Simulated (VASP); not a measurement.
Input for VASP

**POSCAR**
```
Se
1
    2.2287000000     3.8602220000     0.0000000000
    2.2287000000    -3.8602220000     0.0000000000
    0.0000000000     0.0000000000     5.0490000000
Se
3
Direct
  0.2250000000   0.0000000000   0.6666670000
  0.7750000000   0.7750000000   0.0000000000
  0.0000000000   0.2250000000   0.3333330000
```

**INCAR**
```
SYSTEM = Se
PREC = Accurate
ENCUT = 400
EDIFF = 1E-6
NELM = 100
ALGO = Normal
LREAL = .FALSE.
LASPH = .TRUE.
ISMEAR = 0
SIGMA = 0.05
GGA = PE
LMAXMIX = 4
LWAVE = .FALSE.
LCHARG = .FALSE.
ISIF = 2
```

### KPOINTS
```
Automatic mesh
0
Gamma
5 5 4
0 0 0
```

POTCAR, in this order: Se (PBE.64 set). Program: vasp_std.

Output

**standard output**
```
 -----------------------------------------------------------------------------
|                                                                             |
|     EEEEEEE  RRRRRR   RRRRRR   OOOOOOO  RRRRRR      ###     ###     ###     |
|     E        R     R  R     R  O     O  R     R     ###     ###     ###     |
|     E        R     R  R     R  O     O  R     R     ###     ###     ###     |
|     EEEEE    RRRRRR   RRRRRR   O     O  RRRRRR       #       #       #      |
|     E        R   R    R   R    O     O  R   R                               |
|     E        R    R   R    R   O     O  R    R      ###     ###     ###     |
|     EEEEEEE  R     R  R     R  OOOOOOO  R     R     ###     ###     ###     |
|                                                                             |
|     ERROR: the triple product of the basis vectors is negative exchange     |
|     two basis vectors                                                       |
|                                                                             |
|       ---->  I REFUSE TO CONTINUE WITH THIS SICK JOB ... BYE!!! <----       |
|                                                                             |
 -----------------------------------------------------------------------------
```

Read the log: what went wrong, and how is it fixed?

The cause: the lattice vectors form a left-handed set. VASP stops with an error: ERROR: the triple product of the basis vectors is negative exchange two basis vectors ----> I REFUSE TO CONTINUE WITH THIS SICK JOB ... BYE!!! <---- To mend it, correct POSCAR.
POSCAR:
```
Se
1
    2.2287000000    -3.8602220000     0.0000000000
    2.2287000000     3.8602220000     0.0000000000
    0.0000000000     0.0000000000     5.0490000000
Se
3
Direct
  0.0000000000   0.2250000000   0.6666670000
  0.7750000000   0.7750000000   0.0000000000
  0.2250000000   0.0000000000   0.3333330000
```
The mended run (PBE GGA, plane waves, VASP's PBE PAW potentials (set 64)) converges, and its OSZICAR ends with
```
   1 F= -.10505810E+02 E0= -.10505810E+02  d E =-.548389E-16
```

The compound is Se in the trig structure. The cell was not relaxed at this level.
